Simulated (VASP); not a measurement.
The input files of a VASP run:

### KPOINTS
```
Regular mesh
0
Gamma
6 6 4
```

**INCAR**
```
SYSTEM = PbO
PREC = Accurate; ENCUT = 620; LREAL = .False.
LASPH = .True.
EDIFF = 1E-6; NELM = 100; ALGO = Normal
LMAXMIX = 4
ISMEAR = 0; SIGMA = 0.05
GGA = PE
IBRION = 2; NSW = 40; ISIF = 3
EDIFFG = -0.02; PSTRESS = 50
LWAVE = .False.; LCHARG = .False.
```

### POSCAR
```
PbO
1.0
  4.0566560701   0.0000000000   0.0000000000
  0.0000000000   4.0566560701   0.0000000000
  0.0000000000   0.0000000000   5.4520768857
Pb O
2 2
Cartesian
  2.0283280350   0.0000000000   4.2606506936
  0.0000000000   2.0283280350   1.1914261921
  2.0283280350   2.0283280350   0.0000000000
  0.0000000000   0.0000000000   0.0000000000
```

POTCAR, in this order: Pb_d O (PBE.64 set). Program: vasp_std.

Write an equivalent input for Ansatz.

One equivalent input (not run):
Ansatz 0.2 input:
```yaml
crystal:
  lattice:
    - [4.0566561, 0.0000000, 0.0000000]
    - [0.0000000, 4.0566561, 0.0000000]
    - [0.0000000, 0.0000000, 5.4520769]
  atoms:
    - { symbol: Pb, position: [0.5000000, 0.0000000, 0.7814730] }
    - { symbol: Pb, position: [0.0000000, 0.5000000, 0.2185270] }
    - { symbol: O, position: [0.5000000, 0.5000000, 0.0000000] }
    - { symbol: O, position: [0.0000000, 0.0000000, 0.0000000] }
kpoints:
  mp_grid: { grid: [6, 6, 4] }
hamiltonian:
  xc: pbe
  pseudopotentials: { kind: paw }
scf:
  occupations: { method: gaussian, width: 0.05 }
  max_iter: 100
relax:
  max_steps: 40
  f_tol: 0.02
  cell: { p_target: 5 }
output: { forces: true, stress: true, eigenvalues: true }
```
The two are equivalent in intent, not identical: each code has its own PAW files, so the cut-off isn't converted (ENCUT is set for VASP's; basis.ecutwfc is left out, and Ansatz then takes the one that its files recommend); Ansatz stops its SCF on the density residual and VASP on the energy change (EDIFF).

The compound is PbO in the litharge structure. This run relaxes it under an external pressure of 5 GPa. Symmetry was kept, so distortions that lower it aren't found.
